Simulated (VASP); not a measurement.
Input:

```xyz
8
Lattice="0.0000 2.7482 2.7482 2.7482 0.0000 2.7482 10.9882 10.9882 0.0045" Properties=species:S:1:pos:R:3 pbc="T T T"
Zn    10.9091    10.9091     0.0836
Zn     2.7452     2.7452     0.0029
Zn     8.3211     8.3211     5.4197
Zn    10.9902    10.9902     5.4988
Se     1.3434     1.3434     1.4048
Se     4.1642     4.1642     1.3321
S      6.8991     6.8991     1.3454
S      9.5719     9.5719     1.4208
```

The numbers are results of PBEsol GGA, VASP's PBE PAW potentials (set 64) (plane waves; VASP), not measurements. Settings: 400 eV cut-off, 8×8×2 Γ-centred mesh, tetrahedra with Blöchl corrections, potentials Zn Se S.

The cores are frozen, which limits the accuracy of field gradients.

**Question.** Give the principal components of the electric field gradient (V/Å²) and the asymmetry η at each nucleus.

**Answer.** 
```
atom    Vxx    Vyy    Vzz     η
----  -----  -----  -----  ----
Zn1     2.6    2.6   -5.3  0.00
Zn2    -1.9   -1.9    3.7  0.00
Zn3    -2.0   -2.0    3.9  0.00
Zn4     2.5    2.5   -5.0  0.00
Se5   -14.8  -14.8   29.7  0.00
Se6   -13.5  -13.5   27.0  0.00
S7      6.6    6.6  -13.2  0.00
S8      5.9    5.9  -11.8  0.00
```

The structure was generated: Zn4S2Se2 was put into an ordered model structure (R3m), which need not be its known phase. It was relaxed first.
